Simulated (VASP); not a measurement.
Consider the following.

```yaml
crystal:
  lattice:
    - [-1.82098, 1.82098, 1.82098]
    - [1.82098, -1.82098, 1.82098]
    - [1.82098, 1.82098, -1.82098]
  atoms:
    - { symbol: Br, position: [0.00000, 0.00000, 0.00000] }
```

The numbers are results of PBEsol GGA with spin-orbit coupling, VASP's PBE PAW potentials (set 64) (plane waves; VASP), not measurements. Settings: 400 eV cut-off, 13×13×13 Γ-centred mesh, Gaussian smearing of 0.050 eV, potentials Br.

### Question
Give the energies of bands 3 to 8 at the high-symmetry points, in eV from the Fermi level.

### Answer

```
band     Γ      H      N      P
----  ----  -----  -----  -----
3     0.39  -3.35  -5.33  -3.38
4     0.39  -3.35  -5.33  -3.38
5     1.08  -2.88  -0.96  -2.97
6     1.08  -2.88  -0.96  -2.97
7     1.08  -2.88   0.53  -2.97
8     1.08  -2.88   0.53  -2.97
```

It has no gap at this level: it comes out as a metal or semimetal.

The structure was generated: Br was put into the bcc type (Im-3m), which need not be its known phase. It was relaxed first, which changed the volume by -9 %.
